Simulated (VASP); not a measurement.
Calculation: PBE GGA, VASP's PBE PAW potentials (set 64) (plane waves; VASP).

VASP input:

KPOINTS:
```
Automatic mesh
0
Gamma
10 10 10
0 0 0
```

INCAR:
```
ALGO = Normal
EDIFF = 1E-7
EDIFFG = -0.01
ENCUT = 480
GGA = PE
IBRION = 2
ISIF = 3
ISMEAR = 1
LASPH = .TRUE.
LCHARG = .FALSE.
LMAXMIX = 4
LREAL = .FALSE.
LWAVE = .FALSE.
NELM = 100
NSW = 40
PREC = Accurate
PSTRESS = 10
SIGMA = 0.1
SYSTEM = PdIn
```

POSCAR:
```
PdIn
1
    3.3063622438     0.0000000000    -0.0000000000
    0.0000000000     3.3063622438     0.0000000000
   -0.0000000000     0.0000000000     3.3063622438
In Pd
1 1
Direct
  0.5000000000   0.5000000000   0.5000000000
  0.0000000000   0.0000000000   0.0000000000
```

POTCAR, in this order: In_d Pd (PBE.64 set). Program: vasp_std.

What VASP printed:

File OSZICAR:
```
       N       E                     dE             d eps       ncg     rms          rms(c)
DAV:   1     0.154840221279E+03    0.15484E+03   -0.10900E+04  1694   0.188E+03
DAV:   2    -0.151341996606E+01   -0.15635E+03   -0.15227E+03  1743   0.386E+02
DAV:   3    -0.881908758544E+01   -0.73057E+01   -0.72353E+01  2191   0.910E+01
DAV:   4    -0.893919980908E+01   -0.12011E+00   -0.12010E+00  1962   0.114E+01
DAV:   5    -0.894509806991E+01   -0.58983E-02   -0.58982E-02  2529   0.220E+00    0.599E+00
DAV:   6    -0.878608871685E+01    0.15901E+00   -0.39987E-01  1995   0.962E+00    0.282E+00
DAV:   7    -0.875485785129E+01    0.31231E-01   -0.72402E-02  2194   0.497E+00    0.127E+00
DAV:   8    -0.874844451255E+01    0.64133E-02   -0.22659E-02  1869   0.148E+00    0.374E-01
DAV:   9    -0.874774440532E+01    0.70011E-03   -0.19028E-03  2149   0.752E-01    0.545E-02
DAV:  10    -0.874775074784E+01   -0.63425E-05   -0.44032E-05  2219   0.101E-01    0.238E-02
DAV:  11    -0.874775219848E+01   -0.14506E-05   -0.53209E-06  1974   0.246E-02    0.273E-03
DAV:  12    -0.874775256532E+01   -0.36685E-06   -0.32498E-07  2060   0.661E-03    0.202E-03
DAV:  13    -0.874775244778E+01    0.11754E-06   -0.25772E-08  1127   0.198E-03    0.498E-04
DAV:  14    -0.874775239239E+01    0.55387E-07   -0.70505E-09  1015   0.132E-03
   1 F= -.85221516E+01 E0= -.85219073E+01  d E =-.852215E+01
       N       E                     dE             d eps       ncg     rms          rms(c)
DAV:   1    -0.878977908773E+01   -0.42027E-01   -0.91987E-01  1743   0.166E+01    0.146E+00
DAV:   2    -0.875115706241E+01    0.38622E-01   -0.19280E-01  1680   0.571E+00    0.497E-01
DAV:   3    -0.874607157053E+01    0.50855E-02   -0.18242E-02  2167   0.233E+00    0.193E-01
DAV:   4    -0.874528266159E+01    0.78891E-03   -0.24623E-03  2494   0.874E-01    0.191E-01
DAV:   5    -0.874528259814E+01    0.63445E-07   -0.38682E-05  1743   0.674E-02    0.183E-01
DAV:   6    -0.874524498759E+01    0.37611E-04   -0.48171E-05  1827   0.564E-02    0.891E-02
DAV:   7    -0.874524280566E+01    0.21819E-05   -0.23473E-05  2110   0.406E-02    0.316E-02
DAV:   8    -0.874524283731E+01   -0.31649E-07   -0.57273E-07  2070   0.827E-03
   2 F= -.85223669E+01 E0= -.85220261E+01  d E =-.215340E-03
       N       E                     dE             d eps       ncg     rms          rms(c)
DAV:   1    -0.875515667288E+01   -0.99139E-02   -0.17506E-01  1764   0.736E+00    0.625E-01
DAV:   2    -0.874795091642E+01    0.72058E-02   -0.35590E-02  1680   0.245E+00    0.220E-01
DAV:   3    -0.874697945347E+01    0.97146E-03   -0.34351E-03  2174   0.997E-01    0.874E-02
DAV:   4    -0.874681116133E+01    0.16829E-03   -0.49913E-04  2494   0.394E-01    0.799E-02
DAV:   5    -0.874680811408E+01    0.30473E-05   -0.84600E-06  1715   0.318E-02    0.706E-02
DAV:   6    -0.874678937464E+01    0.18739E-04   -0.15361E-05  1827   0.312E-02    0.145E-02
DAV:   7    -0.874678735864E+01    0.20160E-05   -0.10410E-06  2223   0.894E-03    0.193E-03
DAV:   8    -0.874678744403E+01   -0.85397E-07   -0.26559E-08  1043   0.235E-03
   3 F= -.85227306E+01 E0= -.85224298E+01  d E =-.579000E-03
```

OUTCAR:
```
------------------------ aborting loop because EDIFF is reached ----------------------------------------
  FORCE on cell =-STRESS in cart. coord.  units (eV):
  Direction    XX          YY          ZZ          XY          YZ          ZX
  --------------------------------------------------------------------------------------
  Total        0.2274311      0.2274311      0.2274311      0.0000000      0.0000000     -0.0000000
  in kB       10.1505951     10.1505951     10.1505951      0.0000000      0.0000000     -0.0000000
  external PRESSURE =       0.1505951 kB  Pullay stress =      10.0000000 kB
  volume of cell :       35.90
      direct lattice vectors                 reciprocal lattice vectors
     3.298802367  0.000000000 -0.000000000     0.303140318 -0.000000000 -0.000000000
     0.000000000  3.298802367 -0.000000000    -0.000000000  0.303140318 -0.000000000
     0.000000000  0.000000000  3.298802367     0.000000000  0.000000000  0.303140318
 POSITION                                       TOTAL-FORCE (eV/Angst)
 -----------------------------------------------------------------------------------
      1.64940      1.64940      1.64940         0.000000      0.000000      0.000000
      0.00000      0.00000      0.00000        -0.000000     -0.000000      0.000000
 -----------------------------------------------------------------------------------
    total drift:                                0.000000      0.000000     -0.000000
  FREE ENERGIE OF THE ION-ELECTRON SYSTEM (eV)
  ---------------------------------------------------
  free  energy   TOTEN  =        -8.7467874440 eV

  energy  without entropy=       -8.7458851695  energy(sigma->0) =       -8.74648669
  enthalpy is  TOTEN    =        -8.5227305505 eV   P V=        0.2240568935

 reached required accuracy - stopping structural energy minimisation
```
(Selected blocks of OUTCAR.)

**CONTCAR**
```
PdIn
   1.00000000000000
     3.2988023673519287    0.0000000000000000   -0.0000000000000000
     0.0000000000000000    3.2988023673519287   -0.0000000000000000
     0.0000000000000000    0.0000000000000000    3.2988023673519287
  In              Pd
     1     1
Direct
     0.5000000000000000    0.5000000000000000    0.5000000000000000
     0.0000000000000000    0.0000000000000000    0.0000000000000000
```

File OUTCAR:
```
 val. band max:       10.1937210748   @ k =   0.5000   0.5000   0.4000

 cond. band min:      10.2422866724   @ k =   0.3000   0.1000   0.1000


 Fermi energy:        10.2205661934

 k-point     1 :       0.0000    0.0000    0.0000
  band No.  band energies     occupation
      1      -4.7712      2.00000
      2      -4.7712      2.00000
      3      -4.3908      2.00000
      4      -4.3908      2.00000
      5      -4.3908      2.00000
      6       0.2573      2.00000
      7       6.4100      2.00000
      8       6.4100      2.00000
      9       7.8915      2.00000
     10       7.8915      2.00000
     11       7.8915      2.00000
     12      14.2994      0.00000
     13      14.2994      0.00000
     14      14.2994      0.00000
     15      19.2346      0.00000

 k-point     2 :       0.1000    0.0000    0.0000
  band No.  band energies     occupation
      1      -4.7662      2.00000
      2      -4.7397      2.00000
      3      -4.4004      2.00000
      4      -4.4004      2.00000
      5      -4.3880      2.00000
      6       0.4128      2.00000
      7       6.4126      2.00000
      8       6.4349      2.00000
      9       7.7799      2.00000
     10       7.7799      2.00000
     11       7.8852      2.00000
     12      13.2483      0.00000
     13      14.6054      0.00000
     14      14.6054      0.00000
     15      19.6366      0.00000

 k-point     3 :       0.2000    0.0000    0.0000
  band No.  band energies     occupation
      1      -4.7532      2.00000
      2      -4.6575      2.00000
      3      -4.4255      2.00000
      4      -4.4255      2.00000
      5      -4.3808      2.00000
      6       0.8774      2.00000
      7       6.4195      2.00000
      8       6.4393      2.00000
      9       7.5157      2.00000
     10       7.5157      2.00000
     11       7.8687      2.00000
     12      11.4135     -0.00000
     13      15.4509      0.00000
     14      15.4509      0.00000
     15      19.8202      0.00000
...
```

Unless said otherwise, spin-orbit coupling is left out, though it shifts the bands of the heavy elements here.

The compound is PdIn in the CsCl type structure. This run relaxes it under an external pressure of 1 GPa. Symmetry was kept, so distortions that lower it aren't found. The electron count is odd and the run is not spin-polarised, which forces a metal.
